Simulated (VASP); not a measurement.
Here is the system:

```yaml
crystal:
  lattice:
    - [4.65657, 0.00000, 0.00000]
    - [-2.32829, 4.03271, 0.00000]
    - [0.00000, 0.00000, 2.54600]
  atoms:
    - { symbol: Mo, position: [0.00000, 0.00000, 0.00000] }
    - { symbol: Mo, position: [0.33333, 0.66667, 0.50000] }
    - { symbol: Mo, position: [0.66667, 0.33333, 0.50000] }
```

Calculation: r2SCAN meta-GGA, VASP's PBE PAW potentials (set 64) (plane waves; VASP). Settings: 400 eV cut-off, 9×9×13 Γ-centred mesh, tetrahedra with Blöchl corrections, potentials Mo_sv.

Problem. Give the energies of bands 13 to 24 at the high-symmetry points, in eV from the Fermi level.

Solution. 
```
band      Γ      M      K      A      L      H
----  -----  -----  -----  -----  -----  -----
13    -7.37  -5.33  -5.41  -5.05  -4.92  -5.50
14    -5.01  -4.83  -4.89  -5.05  -4.52  -3.84
15    -3.06  -4.72  -4.89  -4.30  -4.49  -3.84
16    -2.65  -3.62  -3.42  -4.30  -3.87  -3.25
17    -2.35  -3.29  -3.42  -2.85  -2.32  -3.25
18    -2.35  -2.80  -3.17  -1.60  -2.12  -2.42
19    -2.29  -2.37  -1.12  -1.21  -1.89  -0.93
20    -2.29  -2.31  -0.91  -1.21  -0.26  -0.93
21    -0.54   1.02  -0.91   0.14  -0.20  -0.21
22    -0.54   1.11   1.69   0.14   1.22  -0.21
23     1.97   2.08   1.69   2.56   1.22  -0.03
24     1.97   2.21   1.76   2.56   2.24   3.51
```

It has no gap at this level: it comes out as a metal or semimetal.

The structure was generated: Mo was put into the omega type (P6/mmm), which need not be its known phase. It was relaxed first.
